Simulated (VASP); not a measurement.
Output of a VASP run:

**OSZICAR**
```
       N       E                     dE             d eps       ncg     rms          rms(c)
DAV:   1     0.466712375096E+03    0.46671E+03   -0.21447E+04  1920   0.180E+03
DAV:   2     0.369510204458E+01   -0.46302E+03   -0.45641E+03  2432   0.489E+02
DAV:   3    -0.410029577647E+02   -0.44698E+02   -0.44654E+02  2816   0.144E+02
DAV:   4    -0.429843781119E+02   -0.19814E+01   -0.19806E+01  2760   0.273E+01
DAV:   5    -0.430562370706E+02   -0.71859E-01   -0.71853E-01  2736   0.380E+00    0.238E+01
DAV:   6    -0.324754746674E+02    0.10581E+02   -0.76528E+01  3008   0.784E+01    0.105E+01
DAV:   7    -0.324124871754E+02    0.62987E-01   -0.13307E+01  2480   0.274E+01    0.682E+00
DAV:   8    -0.322070950010E+02    0.20539E+00   -0.10523E+00  2600   0.100E+01    0.292E+00
DAV:   9    -0.322343243670E+02   -0.27229E-01   -0.26823E-01  2624   0.416E+00    0.128E+00
DAV:  10    -0.322192701046E+02    0.15054E-01   -0.10790E-01  2552   0.350E+00    0.369E-01
DAV:  11    -0.322183770147E+02    0.89309E-03   -0.71335E-03  2576   0.648E-01    0.108E-01
DAV:  12    -0.322182782294E+02    0.98785E-04   -0.55696E-04  2360   0.194E-01    0.365E-02
DAV:  13    -0.322182704339E+02    0.77955E-05   -0.14508E-04  2520   0.117E-01    0.169E-02
DAV:  14    -0.322182666453E+02    0.37886E-05   -0.40732E-05  2928   0.572E-02    0.698E-03
DAV:  15    -0.322182668678E+02   -0.22258E-06   -0.91076E-06  2776   0.243E-02    0.535E-03
DAV:  16    -0.322182667782E+02    0.89622E-07   -0.23225E-06  2552   0.128E-02    0.249E-03
DAV:  17    -0.322182667670E+02    0.11219E-07   -0.77928E-07  2136   0.785E-03
   1 F= -.32218267E+02 E0= -.32218267E+02  d E =0.000000E+00
```

**OUTCAR**
```
------------------------ aborting loop because EDIFF is reached ----------------------------------------
  FORCE on cell =-STRESS in cart. coord.  units (eV):
  Direction    XX          YY          ZZ          XY          YZ          ZX
  --------------------------------------------------------------------------------------
  Total        0.0198419      0.0198419      0.0551606      0.0000000      0.0000000      0.0000000
  in kB        0.4867138      0.4867138      1.3530685      0.0000000      0.0000000      0.0000000
  external PRESSURE =       0.7754987 kB  Pullay stress =       0.0000000 kB
  volume of cell :       65.32
      direct lattice vectors                 reciprocal lattice vectors
     3.991021997  0.000000000  0.000000000     0.250562387  0.000000000  0.000000000
     0.000000000  3.991021997  0.000000000     0.000000000  0.250562387  0.000000000
     0.000000000  0.000000000  4.100635504     0.000000000  0.000000000  0.243864640
 POSITION                                       TOTAL-FORCE (eV/Angst)
 -----------------------------------------------------------------------------------
      0.00000      0.00000      0.01361        -0.000000     -0.000000     -0.000735
      1.99551      1.99551      2.13676        -0.000000      0.000000     -0.019350
      1.99551      1.99551      3.98206        -0.000000     -0.000000     -0.008857
      0.00000      1.99551      1.98577         0.000000     -0.000000      0.014471
      1.99551      0.00000      1.98577        -0.000000     -0.000000      0.014471
 -----------------------------------------------------------------------------------
    total drift:                                0.000000      0.000000     -0.000634
  FREE ENERGIE OF THE ION-ELECTRON SYSTEM (eV)
  ---------------------------------------------------
  free  energy   TOTEN  =       -32.2182667670 eV

  energy  without entropy=      -32.2182667670  energy(sigma->0) =      -32.21826677

 total charge

# of ion       s       p       d       tot
------------------------------------------
    1        2.009   5.642   0.318   7.970
    2        2.214   6.267   1.753  10.234
    3        1.562   3.458   0.000   5.020
    4        1.557   3.462   0.000   5.018
    5        1.557   3.462   0.000   5.018
--------------------------------------------------
tot          8.898  22.291   2.071  33.260

 Electric field gradients after diagonalization (V/A^2)
 (convention: |V_zz| > |V_xx| > |V_yy|)
----------------------------------------------------------------------
 ion       V_xx      V_yy      V_zz     asymmetry (V_yy - V_xx)/ V_zz
----------------------------------------------------------------------
   1       3.148     3.148    -6.296       0.000
   2      -6.182    -6.182    12.365       0.000
   3      -7.636    -7.636    15.272       0.000
   4     -14.814   -10.130    24.944       0.188
   5     -14.814   -10.130    24.944       0.188
```
(Selected blocks of OUTCAR.)

### POSCAR
```
BaTiO3
1
    3.9910219969     0.0000000000     0.0000000000
    0.0000000000     3.9910219969    -0.0000000000
    0.0000000000     0.0000000000     4.1006355045
Ba Ti O
1 1 3
Direct
  0.0000000000   0.0000000000   0.0033187185
  0.5000000000   0.5000000000   0.5210792154
  0.5000000000   0.5000000000   0.9710844269
  1.0000000000   0.5000000000   0.4842588196
  0.5000000000   0.0000000000   0.4842588196
```

Q: Write an INCAR and KPOINTS that could have produced this output.

A: This is not unique; one that fits is the input of the run itself, rev-vdW-DF2, plane waves, VASP's PBE PAW potentials (set 64).

KPOINTS:
```
Automatic
0
Gamma
  6 6 6
0 0 0
```

INCAR:
```
AGGAC  =  0.0
ALGO  =  Normal
EDIFF  =  1E-7
ENCUT  =  520
GGA  =  MK
ISIF  =  2
ISMEAR  =  -5
LASPH  =  .True.
LCHARG  =  .True.
LEFG  =  .True.
LMAXMIX  =  4
LORBIT  =  11
LREAL  =  .False.
LUSE_VDW  =  .True.
LWAVE  =  .False.
NEDOS  =  601
NELM  =  100
PARAM1  =  0.1234568
PARAM2  =  0.7114
PREC  =  Accurate
SYSTEM  =  BaTiO3
ZAB_VDW  =  -1.8867
```

POTCAR, in this order: Ba_sv Ti_sv O (PBE.64 set). Program: vasp_std.

The compound is BaTiO3 in the tetragonal perovskite structure. It was relaxed first.
